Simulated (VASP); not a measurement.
The system is SiB.

```
CELL_PARAMETERS angstrom
3.19845 0.00000 0.00000
-1.59923 2.76994 0.00000
0.00000 0.00000 5.85272
ATOMIC_POSITIONS crystal
Si 0.00000 0.00000 0.70271
Si 0.00000 0.00000 0.29729
B 0.66667 0.33333 0.86004
B 0.66667 0.33333 0.13996
```

The cell was built by a generator and needn't be a form met in nature.

Base run:

```yaml
Program: VASP 6.6.1
Functional: PBE
Potentials_or_basis: VASP PAW PBE potentials, release 64 (Si, B)
Cutoff: 520 eV
k_mesh: 12 × 12 × 6
Occupations: gaussian, width 0.1 eV
Spin: no spin polarisation
```

Its results: pressure 0.0 GPa; largest force 0.004 eV/Å.

Q: The run is repeated on the same cell with these changes: functional from PBE to PBEsol. What comes out?

A: Pressure -2.0 GPa; largest force 0.027 eV/Å.

PBEsol binds more tightly than PBE, so the same cell stands under less pressure.

Caveats: the PAW data sets were made with another functional, which shifts forces and pressure a little (some runs).

Not every run made on this cell is shown here.
